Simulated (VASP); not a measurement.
VASP runs on AgI (zinc blende) share one base input (PBE GGA, plane waves, VASP's PBE PAW potentials (set 64)) and change the settings named in each case.

**INCAR**
```
SYSTEM=AgI
PREC=Accurate; ENCUT=400; LREAL=.False.
LASPH=.True.
EDIFF=1E-6; NELM=100; ALGO=Normal
LMAXMIX=4
ISMEAR=0; SIGMA=0.05
GGA=PE
ISIF=2
LWAVE=.False.; LCHARG=.False.
```

### POSCAR
```
AgI
1
    0.0000000000     3.2500000000     3.2500000000
    3.2500000000     0.0000000000     3.2500000000
    3.2500000000     3.2500000000     0.0000000000
Ag I
1 1
Direct
  0.0000000000   0.0000000000   0.0000000000
  0.2500000000   0.2500000000   0.2500000000
```

KPOINTS:
```
Automatic
0
G
 6 6 6
```

POTCAR, in this order: Ag I (PBE.64 set). Program: vasp_std.

```json
[
 {"change": "base run", "E(σ→0) (eV/atom)": "-2.3850", "gap on the mesh (eV)": "1.34", "−TS (eV)": "0.0000"},
 {"change": "NELECT = 17.5", "E(σ→0) (eV/atom)": "-3.0442", "gap on the mesh (eV)": "0.00", "−TS (eV)": "-0.0019"},
 {"change": "NELECT = 17.9", "E(σ→0) (eV/atom)": "-2.5326", "gap on the mesh (eV)": "0.00", "−TS (eV)": "-0.0021"},
 {"change": "NELECT = 17.98", "E(σ→0) (eV/atom)": "-2.4160", "gap on the mesh (eV)": "0.00", "−TS (eV)": "-0.0003"},
 {"change": "NELECT = 18.02", "E(σ→0) (eV/atom)": "-2.3359", "gap on the mesh (eV)": "0.00", "−TS (eV)": "-0.0006"},
 {"change": "NELECT = 18.1", "E(σ→0) (eV/atom)": "-2.1207", "gap on the mesh (eV)": "0.00", "−TS (eV)": "-0.0007"},
 {"change": "NELECT = 18.5", "E(σ→0) (eV/atom)": "-0.9165", "gap on the mesh (eV)": "0.00", "−TS (eV)": "-0.0030"}
]
```
 Charged cells carry a uniform compensating background. Unless said otherwise, spin-orbit coupling is left out, though it shifts the bands of the heavy elements here.

Left out are runs that ran out of time, are held back, or changed the cell or the kind of run, fixed moments of cells without a moment, rows past the twelfth, gaps on odd meshes, pressures of charged cells and columns that move by less than the noise.

The compound is AgI in the zinc blende structure, whereas wurtzite is the usual form. The cell was not relaxed at this level.
